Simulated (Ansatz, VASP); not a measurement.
**One calculation of Si, two programs**

INCAR

```
SYSTEM = Si
ALGO = Normal
EDIFF = 1E-7
ENCUT = 520
ISIF = 2
ISMEAR = 0
LASPH = .TRUE.
LCHARG = .FALSE.
LREAL = .FALSE.
LWAVE = .FALSE.
NBANDS = 11
NELM = 100
PREC = Accurate
SIGMA = 0.05
```

File KPOINTS:

```
k-points
0
G
  12 12 12
  0 0 0
```

The input POSCAR:

```
Si
1.0
    0.0000000000      2.7368965350      2.7009735863
    2.7368965350      0.0000000000      2.7009735863
    2.7368965350      2.7368965350      0.0000000000
Si
2
Direct
    0.5088856848      0.4911143152      0.4911143152
    0.7411143152      0.7588856848      0.7588856848
```

Input for Ansatz:

```yaml
crystal:
  lattice:
    - [0.0, 2.736896535, 2.7009735863]
    - [2.736896535, 0.0, 2.7009735863]
    - [2.736896535, 2.736896535, 0.0]
  atoms:
    - { symbol: Si, position: [0.5088856848, 0.4911143152, 0.4911143152] }
    - { symbol: Si, position: [0.7411143152, 0.7588856848, 0.7588856848] }
basis:
  ecutwfc: 420
kpoints:
  mp_grid: { grid: [12, 12, 12] }
hamiltonian:
  xc: lda
scf:
  occupations: { method: gaussian, width: 0.05 }
output:
  forces: true
  stress: true
  eigenvalues: true
```

Change from the starting cell: mode 4 frozen in at -0.048 Å, equal normal strain along x and y +0.0133.

Alike in both runs: task single point; functional LDA; k mesh 12 × 12 × 12; occupations gaussian, width 0.05 eV; no spin polarisation.

|  | VASP | Ansatz |
| --- | --- | --- |
| version | VASP 6.6.1 | Ansatz 0.2.0 |
| potentials or method | VASP PAW LDA potentials, release 64 (Si) | scalar-relativistic, plane waves, PAW |
| plane-wave cutoff (eV) | 520 | 420 |
| valence electrons in the cell | 8 | 8 |

Ansatz gave:

```
gap on the k mesh at the Fermi level (eV)       : none
pressure (GPa)                                  : -2.1
largest component of the traceless stress (GPa) : 3.40
rms of the force components (eV/Å)              : 0.714
```

Question: Estimate VASP's values.

Answer: gap on the k mesh at the Fermi level (eV): none; pressure (GPa): -2.1; largest component of the traceless stress (GPa): 3.41; rms of the force components (eV/Å): 0.714.

Atom by atom the forces differ by 0.000 eV/Å (rms over components). A gap of «none» marks a metal or a gap that the smearing closes.

Caveats: forces of over 1 eV/Å show positions far from the minimum, so gaps and moduli don't describe the material at rest.
